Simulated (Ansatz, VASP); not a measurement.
# Mo in two plane-wave programs

Wanted: the spread between two codes on one cell, functional and k mesh. The cell is taken from a series of runs on this material, whose earlier steps may have relaxed, scaled, displaced or heated it; both programs get it as it stands.

Method: plane waves, with VASP 6.6.1 beside it; relaxation of cell and atoms at PBE with D4, in Ansatz 0.2.0.

**1. The structure**

The structure is cubic, space group Im-3m (No. 229). The conventional cell has a = 3.147 Å, b = 3.147 Å, c = 3.147 Å, α = 90.00°, β = 90.00°, γ = 90.00°. Mo has 8 Mo at 2.73 Å nearest.

**2. Ansatz: relaxation of cell and atoms, PBE with D4**

Ansatz runs on its default PAW (the set named soft_2) files.

The relaxed volume is the usual yardstick between codes: in a stiff, nearly cubic crystal its relative difference is about their pressure difference at one cell divided by the bulk modulus.

The input, input.yaml:

```yaml
crystal:
  lattice:
    - [-1.573415, 1.573415, 1.573415]
    - [1.573415, -1.573415, 1.573415]
    - [1.573415, 1.573415, -1.573415]
  atoms:
    - { symbol: Mo, position: [0.0, 0.0, 0.0] }
kpoints:
  mp_grid: { grid: [18, 18, 18] }
scf:
  occupations: { method: fermi_dirac, width: 0.1 }
hamiltonian:
  xc: pbe
  pseudopotentials: { kind: paw }
  dispersion: d4
output:
  forces: true
  stress: true
  write_density: true
  write_potential: true
  elf: true
  volumetric_format: npy
relax:
  f_tol: 0.01
  max_steps: 60
  cell: {}
```

Run with:

```sh
$ ansatz run input.yaml --threads 1 --pin off --max-ram 2048MiB --backend cpu --events-out ev --progress --plain --runs-dir out
```

Numbers of over 12 decimals in the logs are rounded to 6 here.

Output:

```text
Engine: ansatz 0.2.0, x86_64-unknown-linux-gnu
Pseudopotentials: kind: paw
Pseudopotential: Mo, paw, valence charge 14, recommended cutoff 420 eV (normal), Mo.paw.azcp
Functional definition: PBE
  parameter kappa = 0.804
  parameter beta = 0.066725
  exchange = pbe_x(kappa = kappa, mu = beta*pi^2/3)
  correlation = pbe_c(beta = beta)
Crystal: 1 atoms, lattice volume = 15.581 Å³
Basis set: ecut = 420 eV, 321 PW (Γ), exchange–correlation on 40×40×40 points (8 copies of the dense FFT grid, shifted against one another)
Bands: 11, of which v1, the nominal top of the filled ones, is band 7 counted from 1 (6 counted from 0)
Symmetry: 48 space group operations
Space group: Im-3m (ITA 229), of the structure as read, at distance tolerance 2.5e-5 Å
k-points: 195 of 5832
Non-local potential: Mo, projectors of the file, l = 0: 3, l = 1: 2, l = 2: 2, l = 3: 1
PAW form: soft (Blöchl's): semilocal exchange-correlation on the pseudo side does not see the compensation charge
PAW one-centre angular grid: Mo, 590 points (default); XC on 64 Gauss nodes
Initial density: superposition of atomic densities (neutral atoms: chi_scale 0, normalization atom), corrected by the library's trained network
Initial wavefunctions: pseudopotential atomic-orbital guess
Functional: x = pbe(κ = 0.804, μ = 0.219515), c = pbe(β = 0.066725)
SCF iter   1: F=—  HF=-4956.639093 eV  |F-HF|=—  |Δ(HF+E_count)|=         —  Δρ=2.87e-3  dr2=6.19e-4  ethr=1.77e-3  ⟨swp⟩=5.0  Hψ=12525  notcnv=0
preconditioner: auto → none  [metal: Δε(μ)=0.017 eV  Ē_g=8.359 eV  σ=0.100 eV  W_gap=0.04  n_scr=0 (ndim 8)  ℏωp=23.0 eV  f_vac=0.000  D(μ)=0.65/eV (n_scr^D=0)]
SCF iter   2: F=—  HF=-4956.639029 eV  |F-HF|=—  |Δ(HF+E_count)|=   6.38e-5  Δρ=1.41e-3  dr2=1.15e-4  ethr=4.42e-6  ⟨swp⟩=2.6  Hψ=4696  notcnv=0
SCF iter   3: F=—  HF=-4956.639043 eV  |F-HF|=—  |Δ(HF+E_count)|=   1.38e-5  Δρ=2.98e-4  dr2=1.05e-5  ethr=8.24e-7  ⟨swp⟩=2.0  Hψ=3507  notcnv=0
SCF iter   4: F=—  HF=-4956.639040 eV  |F-HF|=—  |Δ(HF+E_count)|=   2.69e-6  Δρ=5.96e-5  dr2=1.94e-7  ethr=7.50e-8  ⟨swp⟩=2.3  Hψ=2923  notcnv=0
iter 5 did not close the SCF: its close was put off for the readings that it lacked (scf_convergence_deferred on its scf_iter line)
SCF iter   5: F=-4956.639040 eV  HF=-4956.639040 eV  |F-HF|=2.52e-8  |Δ(HF+E_count)|=   1.51e-9  Δρ=2.42e-5  dr2=3.52e-8  ethr=1.38e-9  ⟨swp⟩=2.0  Hψ=3513  notcnv=0
SCF iter   6: F=-4956.639040 eV  HF=-4956.639040 eV  |F-HF|=2.74e-9  |Δ(HF+E_count)|=   1.26e-8  Δρ=8.72e-6  dr2=4.00e-9  ethr=2.51e-10  ⟨swp⟩=4.5  Hψ=10693  notcnv=0
SCF 1 converged in 6 iterations: F = -4956.639040 eV  dr2 = 4.00e-9
  greatest PAW one-centre occupation: 0.998 electrons in one spin orbital (limit 2), on the Mo atom at site 0 (counted from 0), in its partial waves of l = 0
relax step   1: F+E_penalty+E_count = -4956.63904037 eV  Δ(F+E_penalty+E_count) = +0.000e0 eV  max|allowed force component| = 0.000e0 eV/Å  Δτ_max = 0.0000 Å  P = -2.337 GPa  Ω = 15.581 Å³  (6 SCF iters, dr2 threshold 1.00e-7 eV, accepted)
[...]
relax step   2: F+E_penalty+E_count = -4956.63627529 eV  Δ(F+E_penalty+E_count) = +2.765e-3 eV  max|allowed force component| = 0.000e0 eV/Å  Δτ_max = 0.0000 Å  P = +4.832 GPa  Ω = 15.184 Å³  energy of the carried Pulay correction = +1.220e-4 eV  (4 SCF iters, dr2 threshold 1.00e-7 eV, rejected (line search))
[...]
relax step   3: F+E_penalty+E_count = -4956.64007288 eV  Δ(F+E_penalty+E_count) = -1.033e-3 eV  max|allowed force component| = 0.000e0 eV/Å  Δτ_max = 0.0000 Å  P = -0.065 GPa  Ω = 15.449 Å³  energy of the carried Pulay correction = +4.011e-5 eV  (7 SCF iters, accepted)
[...]
relax step   4: F+E_penalty+E_count = -4956.64007479 eV  Δ(F+E_penalty+E_count) = -1.907e-6 eV  max|allowed force component| = 0.000e0 eV/Å  Δτ_max = 0.0000 Å  P = +0.001 GPa  Ω = 15.446 Å³  energy of the carried Pulay correction = +4.126e-5 eV  (2 SCF iters, dr2 threshold 1.07e-8 eV, accepted)
[...]
relax step   5: F+E_penalty+E_count = -4956.64003510 eV  Δ(F+E_penalty+E_count) = +3.970e-5 eV  max|allowed force component| = 0.000e0 eV/Å  Δτ_max = 0.0000 Å  P = +0.002 GPa  Ω = 15.446 Å³  stress off target by 2.45e-3 GPa  SCF on the basis re-selected at this cell (its energy is not comparable with the rows above)  (4 SCF iters)
basis re-selected at this cell: Δ(F+E_penalty+E_count) = +3.970e-5 eV, ΔP = +0.001 GPa vs the last step (what re-selecting the basis moved, of the pressure what is left beyond the Pulay correction that the steps carried, after the strain that the cell walked since its last selection, with what the two solves' SCF thresholds leave and, on support functions, any second-order correction that the steps lacked; it is no measure of the basis error at this ecutwfc). This SCF's stress stands 2.45e-3 GPa from its target on what of the cell is left free (relax.cell.stress_tol is 5.00e-2 GPa) and its largest allowed force component is 0.00e0 eV/Å (relax.f_tol is 1.00e-2 eV/Å): [rest of the remark cut]
SCF converged after 4 iterations
Free energy (F): -4956.640035 eV
Harris-Foulkes:  -4956.640035 eV  (|F-HF|=2.73e-12)
Internal energy: -4956.618292 eV  (E = F + TS)
E sigma→0 (E₀):  -4956.629163 eV
Entropy (-TS):   -0.021743 eV (-21.743 meV/atom)
Fermi energy:    21.412748 eV
--- Per-component energies (eV) ---
  E_band       = -50.872959
  E_kinetic    = 441.622925
  E_local      = -775.221866  (includes V_loc(G=0)·N_el)
  E_nonlocal   = 142.694892
  E_hartree    = 256.737030
  E_xc         = -183.823792
  E_vxc        = -229.463079  (∫ρ·V_xc dr)
  E_paw        = -3201.284398  (= ΣΔE_a)
  E_vpaw       = -143.979947  (= ΣTr[D̂ρ^β])
  E_aug_tail   = 0.000046  (compensation charges beyond the density's cutoff)
  E_ewald      = -1636.727009
  E_disp       = -0.616119  (pairwise vdW)
  E_smearing   = -0.021743  (= −TS)
  E_closure    = 0.000000  (closes the sum)
  Σ components = -4956.640035   (vs F -4956.640035, Δ=0.00e0)
--- Forces (eV/Å), atoms counted from 1 ---
  atom   1  Mo     0.00000000     0.00000000     0.00000000
  max |Σ_I F_I| component: 9.24e-32 eV/Å
--- Stress (GPa, compression-positive) ---
        0.002447      -0.000000       0.000000
       -0.000000       0.002447      -0.000000
        0.000000      -0.000000       0.002447
  P = ⅓ Tr σ = 0.0024 GPa (0.024 kbar)
--- Band table (eV; the first three rows and the last of 195) ---
  k-point 0: bands = [... 3 lower, -13.1137, 14.1345, 20.0143, 20.0143, 20.0143, 23.0822, 23.0822, 36.1098]
  k-point 1: bands = [... 3 lower, -13.1141, 14.2734, 19.9354, 20.0019, 20.1448, 22.9637, 23.0841, 36.2147]
  k-point 2: bands = [... 3 lower, -13.1151, 14.6694, 19.7162, 19.9469, 20.5309, 22.7031, 23.0951, 36.4678]
  k-point 194: bands = [... 3 lower, -14.1135, 15.8736, 15.8736, 25.4463, 25.4463, 25.4463, 30.5448, 30.5448]
--- Relaxed structure (4 steps of the walk, 3 accepted, 1 SCFs on fresh bases) ---
  F+E_penalty+E_count = -4956.64003510 eV   max|allowed force component| = 0.000e0 eV/Å   (the final SCF, on the basis selected at the relaxed cell)
  cell:  # Å, volume = 15.4456 Å³
    - [-1.568850, 1.568850, 1.568850]
    - [1.568850, -1.568850, 1.568850]
    - [1.568850, 1.568850, -1.568850]
  atoms:
    - { symbol: Mo, position: [0.0, 0.0, 0.0] }
```

In the SCF lines HF is the Harris–Foulkes energy and dr2 the Hartree energy of the density residual, in eV; the loop may stop once dr2 is under the threshold and the program's other checks hold. Hψ counts applications of the Hamiltonian.

**3. VASP: relaxation of cell and atoms, PBE with D4**

The same cell, functional, mesh and smearing now go to VASP, with its own data sets.

Lines of VASP's logs that name or quote its potential files are left out, and so is its time.

The input, INCAR:

```
SYSTEM = Mo
PREC = Accurate
ENCUT = 500
EDIFF = 1E-07
NELM = 120
ISMEAR = -1
SIGMA = 0.1
LREAL = .FALSE.
ALGO = Normal
GGA = PE
IVDW = 13
NBANDS = 13
LASPH = .TRUE.
LORBIT = 11
LWAVE = .FALSE.
LCHARG = .FALSE.
ISIF = 3
IBRION = 2
NSW = 80
EDIFFG = -0.005
GGA_COMPAT = .FALSE.
NELMIN = 4
```

The input, POSCAR:

```
Mo
1.0
   -1.5734150000      1.5734150000      1.5734150000
    1.5734150000     -1.5734150000      1.5734150000
    1.5734150000      1.5734150000     -1.5734150000
Mo
1
Direct
    0.0000000000      0.0000000000      0.0000000000
```

The input, KPOINTS:

```
Automatic mesh
0
Gamma
18 18 18
0 0 0
```

The projector-augmented-wave data sets are Mo_sv (PBE family, release 64).

Run with:

```sh
$ mpirun -np 1 vasp_std
```

Output:

```text
[banner, memory and clock lines left out]
running    1 mpi-ranks, on    1 nodes
 distrk:  each k-point on    1 cores,    1 groups
 distr:  one band on    1 cores,    1 groups

 POSCAR found type information on POSCAR Mo
 POSCAR found :  1 types and       1 ions
 LDA part: xc-table for (Slater+PW92), standard interpolation
 POSCAR, INCAR and KPOINTS ok, starting setup
 FFT: planning ... GRIDC
 FFT: planning ... GRID_SOFT
 FFT: planning ... GRID
 WAVECAR not read
 entering main loop
       N       E                     dE             d eps       ncg     rms          rms(c)
DAV:   1     0.905317483145E+02    0.90532E+02   -0.79003E+03  5118   0.108E+03
DAV:   2    -0.104677268286E+02   -0.10100E+03   -0.97149E+02  5880   0.306E+02
DAV:   3    -0.115909788219E+02   -0.11233E+01   -0.11200E+01  5655   0.324E+01
DAV:   4    -0.115934537966E+02   -0.24750E-02   -0.24749E-02  5675   0.186E+00
DAV:   5    -0.115934696107E+02   -0.15814E-04   -0.15815E-04  5770   0.132E-01    0.148E+01
DAV:   6    -0.110233557705E+02    0.57011E+00   -0.70699E-01  5210   0.103E+01    0.408E+00
DAV:   7    -0.109444453679E+02    0.78910E-01   -0.14281E-01  5600   0.444E+00    0.928E-01
DAV:   8    -0.109407235697E+02    0.37218E-02   -0.39461E-03  5255   0.802E-01    0.182E-01
DAV:   9    -0.109407881785E+02   -0.64609E-04   -0.96637E-05  5975   0.121E-01    0.793E-02
DAV:  10    -0.109407962032E+02   -0.80248E-05   -0.12911E-05  5235   0.425E-02    0.689E-03
DAV:  11    -0.109407966567E+02   -0.45350E-06   -0.12373E-07  4588   0.380E-03    0.126E-03
DAV:  12    -0.109407965117E+02    0.14504E-06   -0.11845E-08  2705   0.136E-03    0.628E-05
DAV:  13    -0.109407965260E+02   -0.14348E-07   -0.96195E-10  2640   0.377E-04
   1 F= -.11551766E+02 E0= -.11540790E+02  d E =-.115518E+02
 curvature:   0.00 expect dE= 0.000E+00 dE for cont linesearch  0.000E+00
 trial: gam= 0.00000 g(F)=  0.387E-62 g(S)=  0.435E-02 ort = 0.000E+00 (trialstep = 0.100E+01)
 search vector abs. value=  0.435E-02
 bond charge predicted
       N       E                     dE             d eps       ncg     rms          rms(c)
DAV:   1    -0.110314844927E+02   -0.90688E-01   -0.23020E+00  5145   0.201E+01    0.394E+00
DAV:   2    -0.109295139075E+02    0.10197E+00   -0.15096E-01  5085   0.493E+00    0.640E-01
DAV:   3    -0.109212289706E+02    0.82849E-02   -0.24654E-02  5335   0.194E+00    0.628E-01
DAV:   4    -0.109220181372E+02   -0.78917E-03   -0.53779E-04  5275   0.253E-01    0.480E-02
DAV:   5    -0.109220308393E+02   -0.12702E-04   -0.49747E-05  5685   0.862E-02    0.680E-03
DAV:   6    -0.109220287190E+02    0.21203E-05   -0.95757E-07  5255   0.123E-02    0.194E-03
DAV:   7    -0.109220288901E+02   -0.17117E-06   -0.20212E-08  3003   0.181E-03    0.181E-04
DAV:   8    -0.109220289185E+02   -0.28379E-07   -0.19027E-09  2580   0.578E-04
   2 F= -.11547742E+02 E0= -.11537060E+02  d E =0.402432E-02
 trial-energy change:    0.004024  1 .order    0.004099   -0.004345    0.012543
 step:   0.2624(harm=  0.2573)  dis= 0.00000  next Energy=   -11.552338 (dE=-0.572E-03)
 bond charge predicted
       N       E                     dE             d eps       ncg     rms          rms(c)
DAV:   1    -0.109976651576E+02   -0.75636E-01   -0.12712E+00  5145   0.150E+01    0.262E+00
DAV:   2    -0.109411921458E+02    0.56473E-01   -0.88994E-02  5070   0.371E+00    0.488E-01
DAV:   3    -0.109371573601E+02    0.40348E-02   -0.12968E-02  5345   0.140E+00    0.375E-01
DAV:   4    -0.109375510041E+02   -0.39364E-03   -0.33016E-04  5275   0.191E-01    0.265E-02
DAV:   5    -0.109375479039E+02    0.31002E-05   -0.14260E-05  5645   0.468E-02    0.351E-03
DAV:   6    -0.109375488031E+02   -0.89918E-06   -0.18613E-07  5241   0.531E-03    0.212E-04
DAV:   7    -0.109375487777E+02    0.25416E-07   -0.10270E-09  2700   0.345E-04
   3 F= -.11552349E+02 E0= -.11541453E+02  d E =-.583202E-03
 curvature:  -0.13 expect dE=-0.208E-07 dE for cont linesearch -0.208E-07
 trial: gam=-0.00606 g(F)=  0.290E-62 g(S)=  0.162E-06 ort = 0.265E-04 (trialstep = 0.852E+00)
 search vector abs. value=  0.106E-09
 reached required accuracy - stopping structural energy minimisation
```

From OUTCAR (step 3):

```text
ion  position               nearest neighbor table
   1  0.000  0.000  0.000-

  LATTYP: Found a body centered cubic cell.
 ALAT       =     3.1468300000

 Subroutine GETGRP returns: Found 48 space group operations
 (whereof 48 operations were pure point group operations)

The static configuration has the point symmetry O_h .

 Found    195 irreducible k-points:

   k-points           NKPTS =    195   k-points in BZ     NKDIM =    195   number of bands    NBANDS=     13

   dimension x,y,z NGX =    20 NGY =   20 NGZ =   20
   dimension x,y,z NGXF=    40 NGYF=   40 NGZF=   40

   ENCUT  =  500.0 eV  36.75 Ry    6.06 a.u.   4.97  4.97  4.97*2*pi/ulx,y,z

   NELECT =      14.0000    total number of electrons

 k-points in reciprocal lattice and weights: Automatic mesh
   0.00000000  0.00000000  0.00000000       0.000
   0.05555556  0.00000000  0.00000000       0.002
   0.11111111  0.00000000  0.00000000       0.002
   0.16666667  0.00000000  0.00000000       0.002
   0.22222222  0.00000000  0.00000000       0.002
   0.27777778  0.00000000  0.00000000       0.002
   0.33333333  0.00000000  0.00000000       0.002
   0.38888889  0.00000000  0.00000000       0.002
   0.44444444  0.00000000  0.00000000       0.002
[...]
0.50000000  0.50000000  0.44444444       0.002
   0.50000000  0.50000000  0.50000000       0.000

 average (electrostatic) potential at core
       1 -69.0143

 E-fermi :  12.7639

 k-point     1 :       0.0000    0.0000    0.0000
  band No.  band energies     occupation
    ...
      4     -21.7710      2.00000
      5       5.4847      2.00000
      6      11.3706      2.00000
      7      11.3706      2.00000
      8      11.3706      2.00000
      9      14.4334      0.00000
     10      14.4334      0.00000
     11      27.5996      0.00000
     12      27.5996      0.00000
     13      27.5996      0.00000

 k-point     2 :       0.0556    0.0000    0.0000
  band No.  band energies     occupation
    ...
      4     -21.7713      2.00000
      5       5.6236      2.00000
      6      11.2917      2.00000
      7      11.3580      2.00000
      8      11.5006      1.99999
      9      14.3149      0.00000
     10      14.4351      0.00000
     11      27.7055      0.00000
     12      27.8334      0.00000
     13      27.8794      0.00000

 k-point     3 :       0.1111    0.0000    0.0000
  band No.  band energies     occupation
    ...
      4     -21.7724      2.00000
      5       6.0193      2.00000
      6      11.0727      2.00000
      7      11.3026      2.00000
      8      11.8853      1.99969
      9      14.0545      0.00000
     10      14.4458      0.00000
     11      27.9598      0.00000
     12      28.5148      0.00000
     13      28.5768      0.00000

  DFT-D4 for vdW energy calculation

  Edisp (eV):   -0.61480

  Total      -0.00106    -0.00106    -0.00106     0.00000     0.00000     0.00000
  in kB      -0.10943    -0.10943    -0.10943     0.00000     0.00000     0.00000
  external pressure =       -0.11 kB  Pullay stress =        0.00 kB

  energy-cutoff  :      500.00
  volume of cell :       15.48
      direct lattice vectors                 reciprocal lattice vectors
    -1.569963411  1.569963411  1.569963411     0.000000000  0.318478760  0.318478760
     1.569963411 -1.569963411  1.569963411     0.318478760  0.000000000  0.318478760
     1.569963411  1.569963411 -1.569963411     0.318478760  0.318478760  0.000000000

 POSITION                                       TOTAL-FORCE (eV/Angst)
 -----------------------------------------------------------------------------------
      0.00000      0.00000     -0.00000         0.000000     -0.000000      0.000000
 -----------------------------------------------------------------------------------
    total drift:                               -0.000000     -0.000000      0.000000

  FREE ENERGIE OF THE ION-ELECTRON SYSTEM (eV)
  ---------------------------------------------------
  free  energy   TOTEN  =       -11.5523494395 eV

  energy  without entropy=      -11.5305562202  energy(sigma->0) =      -11.54145283

 reached required accuracy - stopping structural energy minimisation

 total charge
# of ion       s       p       d       tot
------------------------------------------
    1        2.386   6.209   3.929  12.523

[... 3 further parts left out ...]
```

Dispersion corrections of this kind ignore metallic screening and tend to overbind metals.

**4. Comparison**

Known differences besides the potentials themselves: the cutoff is 420 eV in Ansatz and 500 eV in VASP; Ansatz adds a Pulay correction to the stress that steers its cell, VASP none. Total energies have different zeros and are not compared.

The two programs side by side:

```
                                         quantity  Ansatz   VASP  difference
                                      volume (Å³)   15.45  15.48     -0.21 %
edge a after relaxation, in the typed setting (Å)   2.717  2.719     -0.07 %
```

**5. Summary of results**

```
difference in volume (relaxation of cell and atoms, PBE with D4) : -0.21 %
```

What this shows: The difference in volume is -0.21 % (relaxation of cell and atoms, PBE with D4), within the 1.2 % picked in this series as the mark of a large difference, as far as the stopping tolerances let one tell. Such differences can come from data sets, numerical settings and the points named under the comparisons, not from the functional's error against experiment.

[Lines on the potential files, build, host, timing and source positions are cut from VASP's logs without a mark.]

[Logs are printed without paths, hosts, clocks, repeated set-up lines and the standing remarks that a program may print on its own settings, such as how far it seeks lower states.]

[Hosts, paths, dates, database ids (printed as entryN), source tags and the programs' standing remarks are cut or masked in the printed files.]
